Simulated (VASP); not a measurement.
# SrO with r2SCAN: from relaxation to properties, part 4 of 4

Aim: relax SrO, then compute properties on the relaxed cell. The start is a cell from a database of measured crystal structures.

VASP 6.6.1, plane waves and PAW; the level of theory is named at each step.

So far, gap on the k-mesh (eV): step 2 (full relaxation (r2SCAN)) 3.81; step 5 (density of states (r2SCAN)) 3.78; step 6 (independent-particle dielectric function (r2SCAN)) 3.78; step 8 (a semilocal run for the hybrid's start) 3.93.

**9. Band structure (HSE06)**

This step: HSE06; plane waves and PAW (Sr_sv, O) (VASP 6.6.1).

HSE06 mixes in a quarter of exact exchange at short range, at far higher cost; in semiconductors this cures much of the gap error, while metals seldom gain.

INCAR

```
SYSTEM = SrO
PREC = Accurate
ENCUT = 520
EDIFF = 1E-06
NELM = 100
ISMEAR = 0
SIGMA = 0.05
LREAL = .FALSE.
ALGO = Normal
LHFCALC = .TRUE.
AEXX = 0.25
GGA = PE
HFSCREEN = 0.2
LASPH = .TRUE.
NBANDS = 14
PRECFOCK = Fast
LORBIT = 11
LWAVE = .FALSE.
LCHARG = .FALSE.
KPAR = 2
```

POSCAR

```
SrO
1.0
    0.0000000000      2.5846187114      2.5846187114
    2.5846187114      0.0000000000      2.5846187114
    2.5846187114      2.5846187114      0.0000000000
Sr O
1 1
Direct
    0.0000000000      0.0000000000      0.0000000000
    0.5000000000      0.5000000000      0.5000000000
```

KPOINTS

```
Automatic mesh
0
Gamma
5 5 5
0 0 0
```

KPOINTS_OPT

```
Line mode
6
Line-mode
Reciprocal
  0.00000000   0.00000000   0.00000000 GAMMA
  0.50000000   0.00000000   0.50000000 X

  0.50000000   0.00000000   0.50000000 X
  0.50000000   0.25000000   0.75000000 W

  0.50000000   0.25000000   0.75000000 W
  0.37500000   0.37500000   0.75000000 K

  0.37500000   0.37500000   0.75000000 K
  0.00000000   0.00000000   0.00000000 GAMMA

  0.00000000   0.00000000   0.00000000 GAMMA
  0.50000000   0.50000000   0.50000000 L

  0.50000000   0.50000000   0.50000000 L
  0.62500000   0.25000000   0.62500000 U

  0.62500000   0.25000000   0.62500000 U
  0.50000000   0.25000000   0.75000000 W

  0.50000000   0.25000000   0.75000000 W
  0.50000000   0.50000000   0.50000000 L

  0.50000000   0.50000000   0.50000000 L
  0.37500000   0.37500000   0.75000000 K

  0.62500000   0.25000000   0.62500000 U
  0.50000000   0.00000000   0.50000000 X
```

Potentials, in the order of the species: Sr_sv and O (PBE family, release 64).

The run starts from files that an earlier step left in the folder.

Run with:

```sh
mpirun -np 2 vasp_std
```

The program printed:

```text
[banner, memory and clock lines left out]
running    2 mpi-ranks, on    1 nodes
 distrk:  each k-point on    1 cores,    2 groups
 distr:  one band on    1 cores,    1 groups

 POSCAR found type information on POSCAR SrO
 POSCAR found :  2 types and       2 ions
 LDA part: xc-table for (Slater+PW92), standard interpolation
 found WAVECAR, reading the header
 POSCAR, INCAR and KPOINTS ok, starting setup
 FFT: planning ... GRIDC
 FFT: planning ... GRID_SOFT
 FFT: planning ... GRID
 reading WAVECAR
 the WAVECAR file was read successfully
 initial charge from wavefunction
 entering main loop
       N       E                     dE             d eps       ncg     rms          rms(c)
DAV:   1    -0.142025916395E+02   -0.14203E+02   -0.21505E-01   286   0.526E+00    0.162E+00
DAV:   2    -0.142040965579E+02   -0.15049E-02   -0.37232E-03   346   0.556E-01    0.117E+00
DAV:   3    -0.142040499608E+02    0.46597E-04   -0.13484E-04   402   0.107E-01    0.715E-01
DAV:   4    -0.142040344308E+02    0.15530E-04   -0.23383E-05   328   0.528E-02    0.436E-01
DAV:   5    -0.142040336428E+02    0.78799E-06   -0.10723E-05   316   0.331E-02    0.263E-01
DAV:   6    -0.142040355385E+02   -0.18957E-05   -0.43202E-06   322   0.199E-02    0.159E-01
DAV:   7    -0.142040371807E+02   -0.16422E-05   -0.14298E-06   274   0.119E-02    0.957E-02
DAV:   8    -0.142040381710E+02   -0.99029E-06   -0.58020E-07   230   0.793E-03
   1 F= -.14204038E+02 E0= -.14204038E+02  d E =-.157395E-15
 Start KPOINTS_OPT (optional k-point list driver)
k-point batch [1-10\60]
       N       E                     dE             ncg
DAV:   1    -0.884187821444E+03   -0.58642E+04      280
DAV:   2    -0.179963266388E+04   -0.91544E+03      370
DAV:   3    -0.185991971821E+04   -0.60287E+02      328
DAV:   4    -0.186124467836E+04   -0.13250E+01      418
DAV:   5    -0.186127809029E+04   -0.33412E-01      386
DAV:   6    -0.186127890688E+04   -0.81659E-03      408
DAV:   7    -0.186127893455E+04   -0.27670E-04      264
DAV:   8    -0.186127893580E+04   -0.12536E-05      226
DAV:   9    -0.186127893587E+04   -0.69681E-07      200
[...]
k-point batch [51-60\60]
       N       E                     dE             ncg
DAV:   1    -0.100605979820E+04   -0.73353E+04      280
DAV:   2    -0.182939751684E+04   -0.82334E+03      346
DAV:   3    -0.188357025838E+04   -0.54173E+02      360
DAV:   4    -0.188519410798E+04   -0.16238E+01      432
DAV:   5    -0.188523565284E+04   -0.41545E-01      408
DAV:   6    -0.188523637710E+04   -0.72426E-03      394
DAV:   7    -0.188523639505E+04   -0.17950E-04      336
DAV:   8    -0.188523639553E+04   -0.48326E-06      268
```

Run time: 7.4 min. Hardware: 2 MPI ranks of Intel Xeon 6975P-C (Granite Rapids), shared host; peak memory 0.53 GiB.

From OUTCAR (step 9):

```text
   k-points           NKPTS =     10   k-points in BZ     NKDIM =    125   number of bands    NBANDS=     14

   NELECT =      16.0000    total number of electrons

  exchange ACFDT corr.  =         0.00000000  see jH, gK, PRB 81, 115126

 E-fermi :   0.7851

 k-point     1 :       0.0000    0.0000    0.0000
  band No.  band energies     occupation
    ...
      4     -14.2408      2.00000
      5     -14.2408      2.00000
      6       0.5154      2.00000
      7       0.5154      2.00000
      8       0.5155      2.00000
      9       5.8822      0.00000
     10       8.3713      0.00000
     11       8.3713      0.00000
     12       8.3713      0.00000
     13      10.5869      0.00000
    ...

 POSITION                                       TOTAL-FORCE (eV/Angst)
 -----------------------------------------------------------------------------------
      0.00000      0.00000      0.00000         0.000000      0.000000      0.000000
      2.58462      2.58462      2.58462        -0.000000     -0.000000     -0.000000
 -----------------------------------------------------------------------------------
    total drift:                                0.000000     -0.000000     -0.000000

  FREE ENERGIE OF THE ION-ELECTRON SYSTEM (eV)
  ---------------------------------------------------
  free  energy   TOTEN  =       -14.2040381710 eV

  energy  without entropy=      -14.2040381710  energy(sigma->0) =      -14.20403817

[... 7 parts as in an earlier step ...]

[... 9 further parts left out ...]
```

The k-mesh is coarse for exact exchange; levels may shift by about 0.1 eV on a finer one.

This step gave:

| Item | Value |
| --- | --- |
| SCF cycles | 8 |
| free energy (TOTEN) | -14.20 eV |
| Fermi energy | 0.7851 eV |
| least gap on mesh and path | 4.768 eV |
| least direct gap on mesh and path | 4.881 eV |
| conduction bottom at k | 0.5, 0, 0.5 |
| least direct gap at k | 0.5, 0, 0.5 |

Electronic bands along the path, in eV, zero at the valence-band top; v1 is the highest filled band, c1 the lowest empty one:

```tsv
point	v3	v2	v1	c1	c2	c3	c4
Γ	0.00	0.00	0.00	5.37	7.86	7.86	7.86
0.60 of the way	-1.33	-0.16	-0.16	5.53	8.00	11.02	11.02
X	-0.51	-0.11	-0.11	4.77	9.46	11.96	12.03
0.60 of the way	-0.83	-0.52	-0.33	5.93	9.57	10.08	12.72
W	-1.18	-0.48	-0.48	7.61	7.61	10.33	12.98
0.40 of the way	-1.12	-0.52	-0.50	6.81	8.58	10.35	12.70
K	-0.99	-0.61	-0.54	6.32	9.57	10.44	11.97
0.40 of the way	-1.73	-1.04	-0.41	7.57	8.42	9.62	10.36
Γ	0.00	0.00	0.00	5.37	7.86	7.86	7.86
0.40 of the way	-0.95	-0.45	-0.45	6.95	7.60	8.64	8.64
L	-2.24	-1.17	-1.17	8.20	9.87	10.64	10.64
0.40 of the way	-1.90	-1.04	-0.98	8.05	8.90	10.86	11.18
U	-0.99	-0.61	-0.54	6.32	9.57	10.44	11.97
0.40 of the way	-1.07	-0.54	-0.53	6.54	9.05	10.39	12.39
W	-1.18	-0.48	-0.48	7.61	7.61	10.33	12.98
0.40 of the way	-1.47	-0.79	-0.72	7.88	8.06	10.82	11.65
L	-2.24	-1.17	-1.17	8.20	9.87	10.64	10.64
0.60 of the way	-1.58	-0.91	-0.78	7.56	8.82	11.01	11.15
K	-0.99	-0.61	-0.54	6.32	9.57	10.44	11.97
jump to U	-0.99	-0.61	-0.54	6.32	9.57	10.44	11.97
0.60 of the way	-0.52	-0.30	-0.21	5.05	9.67	11.16	12.14
X	-0.51	-0.11	-0.11	4.77	9.46	11.96	12.03
```

Of the projections kept (Sr, O), the largest for each band there; the rest of the weight can lie on other orbitals:

```tsv
point	v3	v2	v1	c1	c2	c3	c4
Γ	O 0.98	O 0.98	O 0.98	Sr 0.61	Sr 1.00	Sr 1.00	Sr 1.00
X	O 0.84	O 0.93	O 0.93	Sr 1.00	Sr 0.82	Sr 1.00	O 0.56
W	O 0.90	O 0.86	O 0.86	Sr 0.79	Sr 0.79	Sr 0.87	Sr 1.00
K	O 0.88	O 0.90	O 0.85	Sr 0.84	Sr 0.72	Sr 0.83	Sr 1.00
Γ	O 0.98	O 0.98	O 0.98	Sr 0.61	Sr 1.00	Sr 1.00	Sr 1.00
L	O 0.85	O 0.88	O 0.88	Sr 0.54	Sr 0.87	Sr 0.87	Sr 0.87
```

The electronic bands as a text plot (rows in eV, shown from -2.2 to 7.9 only):

```
    7.6 |+                  ++  ++++++++     +    ++       +
    7.2 | ++          +       ++                 +
    6.8 |   +        + +             +        +             +
    6.4 |   +           ++                     ++            +
    6.0 | ++        +           +  ++                         +
    5.5 |+   ++                  ++
    5.1 |      ++  +                                           +
    4.7 |        ++                                             +
    4.3 |
    3.9 |
    3.4 |
    3.0 |
    2.6 |
    2.2 |
    1.8 |
    1.3 |
    0.9 |
    0.5 |
    0.1 |****  ***              *****
   -0.3 | ** **  ****************  ***         *****         ****
   -0.8 |      **   *   **    **     ***     ***   ****    ****
   -1.2 |   ***      ***********        ***** ****** ****** **
   -1.6 |                 ****        **     *      ***    *
   -2.0 |                               *****          ****
         Γ       X    W  K        Γ      L     U  W     L   K|U X
```

The gap moves by +1.02 eV against r2SCAN, which ran on another mesh.

**10. Band structure (TB-mBJ)**

This step: TB-mBJ; plane waves and PAW (Sr_sv, O) (VASP 6.6.1).

The mesh alone shows little of the dispersion and can miss band extrema, so KPOINTS_OPT adds a path through the symmetry points after the self-consistent cycle. TB-mBJ is a local potential fitted to gaps: it costs far less than a hybrid but gives no energy.

INCAR

```
SYSTEM = SrO
PREC = Accurate
ENCUT = 520
EDIFF = 1E-06
NELM = 150
ISMEAR = 0
SIGMA = 0.05
LREAL = .FALSE.
ALGO = Normal
METAGGA = MBJ
LASPH = .TRUE.
NBANDS = 20
LORBIT = 11
LWAVE = .FALSE.
LCHARG = .FALSE.
KPAR = 2
```

POSCAR is that of step 9.

KPOINTS

```
Automatic mesh
0
Gamma
9 9 9
0 0 0
```

KPOINTS_OPT, as its differences from that of step 9:

```diff
@@ -1,3 +1,3 @@
 Line mode
-6
+16
 Line-mode
```

Run with:

```sh
mpirun -np 2 vasp_std
```

The program printed:

```text
[... set-up lines as in an earlier step ...]
 entering main loop
       N       E                     dE             d eps       ncg     rms          rms(c)
DAV:   1     0.240821691891E+03    0.24082E+03   -0.80174E+03  1408   0.781E+02
DAV:   2     0.163182673283E+03   -0.77639E+02   -0.72700E+02  1796   0.192E+02
DAV:   3     0.160173793948E+03   -0.30089E+01   -0.29800E+01  1924   0.306E+01
DAV:   4     0.160132030253E+03   -0.41764E-01   -0.41749E-01  1636   0.356E+00
[...]
DAV:   8     0.161604508596E+03    0.19112E+01   -0.21436E+00  1516   0.111E+01    0.918E+00
DAV:   9     0.161586469588E+03   -0.18039E-01   -0.11905E+00  1544   0.118E+01    0.539E+00
DAV:  10     0.162788087299E+03    0.12016E+01   -0.29143E-01  1500   0.629E+00    0.615E+00
[... 130 further cycles ...]
DAV: 141     0.163775268745E+03   -0.11925E-01   -0.27013E-04  1512   0.922E-02    0.368E+00
DAV: 142     0.163787805291E+03    0.12537E-01   -0.31667E-04  1464   0.103E-01    0.333E+00
DAV: 143     0.163801396617E+03    0.13591E-01   -0.31191E-04  1572   0.128E-01    0.314E+00
DAV: 144     0.163848884613E+03    0.47488E-01   -0.69275E-04  1596   0.189E-01    0.299E+00
[...]
DAV: 148     0.163937960195E+03    0.44350E-01   -0.66199E-04  1604   0.182E-01    0.263E+00
DAV: 149     0.163941691084E+03    0.37309E-02   -0.65602E-04  1564   0.222E-01    0.248E+00
DAV: 150     0.163970028291E+03    0.28337E-01   -0.17793E-04  1728   0.157E-01
 -----------------------------------------------------------------------------
|                                                                             |
|           W    W    AA    RRRRR   N    N  II  N    N   GGGG   !!!           |
|           W    W   A  A   R    R  NN   N  II  NN   N  G    G  !!!           |
|           W    W  A    A  R    R  N N  N  II  N N  N  G       !!!           |
|           W WW W  AAAAAA  RRRRR   N  N N  II  N  N N  G  GGG   !            |
|           WW  WW  A    A  R   R   N   NN  II  N   NN  G    G                |
|           W    W  A    A  R    R  N    N  II  N    N   GGGG   !!!           |
|                                                                             |
|     The electronic self-consistency was not achieved in the given           |
|     number of steps (NELM). The forces and other quantities evaluated       |
|     might not be reliable so examine the results carefully. If you find     |
|     spurious results, we suggest increasing NELM, if you were close to      |
|     convergence or switching to a different ALGO or adjusting the           |
|     density mixing parameters otherwise.                                    |
|                                                                             |
 -----------------------------------------------------------------------------

   1 F= 0.16397003E+03 E0= 0.16397003E+03  d E =-.621272E-12
 Start KPOINTS_OPT (optional k-point list driver)
k-point batch [1-35\160]
       N       E                     dE             ncg
DAV:   1    -0.228984681644E+04   -0.19343E+05     1400
DAV:   2    -0.513400985697E+04   -0.28442E+04     1796
DAV:   3    -0.523403722739E+04   -0.10003E+03     2016
DAV:   4    -0.523596464132E+04   -0.19274E+01     1684
DAV:   5    -0.523599552718E+04   -0.30886E-01     1848
DAV:   6    -0.523599642114E+04   -0.89396E-03     1676
DAV:   7    -0.523599645081E+04   -0.29662E-04     1684
DAV:   8    -0.523599645178E+04   -0.97637E-06     1184
[...]
k-point batch [141-160\160]
       N       E                     dE             ncg
DAV:   1     0.718431774179E+04   -0.13989E+05      800
DAV:   2     0.558805236028E+04   -0.15963E+04     1024
DAV:   3     0.553185651087E+04   -0.56196E+02     1152
DAV:   4     0.553087474979E+04   -0.98176E+00      944
DAV:   5     0.553085756195E+04   -0.17188E-01     1044
DAV:   6     0.553085706962E+04   -0.49233E-03      932
DAV:   7     0.553085705355E+04   -0.16071E-04      936
DAV:   8     0.553085705304E+04   -0.50403E-06      624
```

Run time: 3 min. Hardware: 2 MPI ranks; peak memory 0.35 GiB.

OUTCAR, selected parts (step 10):

```text
 k-point     1 :       0.0000    0.0000    0.0000
  band No.  band energies     occupation
    ...
      4     -12.3052      2.00000
      5     -12.3050      2.00000
      6       2.6462      2.00000
      7       2.6462      2.00000
      8       2.6462      2.00000
      9       8.8644      0.00000
     10       9.8601      0.00000
     11       9.8601      0.00000
     12       9.8601      0.00000
     13      11.2371      0.00000
    ...

  Total      -16.3466746    -16.3466746    -16.3466746      0.0000000     -0.0000000      0.0000000
  in kB     -758.4388165   -758.4388165   -758.4388165      0.0000000     -0.0000000      0.0000000
  external PRESSURE =    -758.4388165 kB  Pullay stress =       0.0000000 kB

 POSITION                                       TOTAL-FORCE (eV/Angst)
 -----------------------------------------------------------------------------------
      0.00000      0.00000      0.00000        -0.000000     -0.000000     -0.000000
      2.58462      2.58462      2.58462         0.000000      0.000000      0.000000
 -----------------------------------------------------------------------------------
    total drift:                                0.000000      0.000000      0.000000

  FREE ENERGIE OF THE ION-ELECTRON SYSTEM (eV)
  ---------------------------------------------------
  free  energy   TOTEN  =       163.9700282913 eV

  energy  without entropy=      163.9700282913  energy(sigma->0) =      163.97002829

[... 8 parts as in an earlier step ...]

[... 11 further parts left out ...]
[key lines of the parts left out:]
E-fermi :   2.8644
```

EDIFF was not reached within NELM cycles, so the run counts as unconverged.

**11. Summary of results**

| Quantity | Value |
| --- | --- |
| relaxed volume | 17.27 Å³/atom |
| relaxed conventional cell a, b, c | 5.169, 5.169, 5.169 Å |
| space group after relaxing, within 0.02 Å | Fm-3m (No. 225) |
| band gap | 3.75 eV, indirect (least direct gap of that run 3.85 eV) |
| gap among the points of the DOS mesh alone, an upper bound | 3.78 eV |
| strongest peak of ε2, mean over directions | 9.92 eV |
| ε1 at zero frequency, no local fields, mean | 3.55 |
| band gap (r2SCAN + SOC) | 3.73 eV, indirect (least direct gap of that run 3.81 eV) |
| band gap (HSE06) | 4.77 eV, indirect (least direct gap of that run 4.88 eV) |

In words: With r2SCAN, SrO relaxes to 17.27 Å³/atom in space group Fm-3m (held by the symmetry of the run) and has an indirect gap of 3.75 eV (4.77 eV with HSE06). Against the listed cell the volume lies +0.5 %. Not obtained: band structure (TB-mBJ), because the run did not converge. Bands along the symmetry lines (r2SCAN): On this path the gap is indirect, 3.75 eV, with the valence top at Γ and the conduction bottom at X. The least direct gap is 3.85 eV. Band structure (r2SCAN + SOC): The path shows an indirect gap of 3.73 eV (valence top at Γ, conduction bottom at X). The least direct gap is 3.81 eV. Band structure (HSE06): The path shows an indirect gap of 4.77 eV (valence top at Γ, conduction bottom at X). The least direct gap is 4.88 eV. The other levels ran on the cell relaxed with r2SCAN, and without spin-orbit coupling unless named. Semilocal functionals usually underestimate gaps. No search among competing phases was made, and a listed structure need not be the one stable at ambient conditions. All values are for a static lattice at zero temperature.

[Lines on the potential files, build, host, timing and source positions are cut from VASP's logs without a mark.]

[Logs are printed without paths, hosts, clocks, repeated set-up lines and the standing remarks that a program may print on its own settings, such as how far it seeks lower states.]

[Hosts, paths, dates, database ids (printed as entryN), source tags and the programs' standing remarks are cut or masked in the printed files.]

[A measured line is paired with the nearest computed mode of its activity, which favours agreement.]
